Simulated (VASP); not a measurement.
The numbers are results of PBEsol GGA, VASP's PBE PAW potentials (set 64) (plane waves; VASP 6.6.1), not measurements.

A VASP calculation is set up with these files.

File KPOINTS:
```
Automatic mesh
0
Gamma
7 7 7
0 0 0
```

**INCAR**
```
# general
SYSTEM = Li2S
PREC   = Accurate
ENCUT  = 520
LREAL  = .FALSE.
LASPH  = .TRUE.

# electronic loop
EDIFF  = 1E-7
NELM   = 100
ALGO   = Normal

# smearing
ISMEAR = 0
SIGMA  = 0.05

# functional
GGA    = PS

# ions
ISIF   = 2

# output
LWAVE  = .FALSE.
LCHARG = .FALSE.
```

POSCAR:
```
Li2S
1.0
  0.0000000000   2.7986603398   2.7986603398
  2.7986603398   0.0000000000   2.7986603398
  2.7986603398   2.7986603398   0.0000000000
Li S
2 1
direct
  0.2500000000   0.2500000000   0.2500000000
  0.7500000000   0.7500000000   0.7500000000
  0.0000000000   0.0000000000   0.0000000000
```

POTCAR, in this order: Li_sv S (PBE.64 set). Program: vasp_std.

Question: Predict the energy per atom (σ→0), pressure.

Answer: 
| Quantity | Value |
|---|---|
| energy per atom (σ→0) | -4.123 eV/atom |
| pressure | 1.38 GPa |

File OSZICAR:
```
...
DAV:   8    -0.123686802412E+02   -0.40742E-02   -0.24963E-02   528   0.119E+00    0.474E-01
DAV:   9    -0.123681717126E+02    0.50853E-03   -0.19444E-03   540   0.251E-01    0.194E-01
DAV:  10    -0.123684270784E+02   -0.25537E-03   -0.50818E-04   442   0.161E-01    0.832E-02
DAV:  11    -0.123684258916E+02    0.11868E-05   -0.30278E-05   584   0.475E-02    0.231E-02
DAV:  12    -0.123684270971E+02   -0.12055E-05   -0.42801E-06   452   0.166E-02    0.113E-02
DAV:  13    -0.123684269553E+02    0.14178E-06   -0.40107E-07   566   0.656E-03    0.360E-03
DAV:  14    -0.123684269230E+02    0.32308E-07   -0.60489E-08   292   0.263E-03
   1 F= -.12368427E+02 E0= -.12368427E+02  d E =-.491278E-14
```

The compound is Li2S in the antifluorite structure. This cell is one point of a volume scan, at 0.97 of the reference volume.
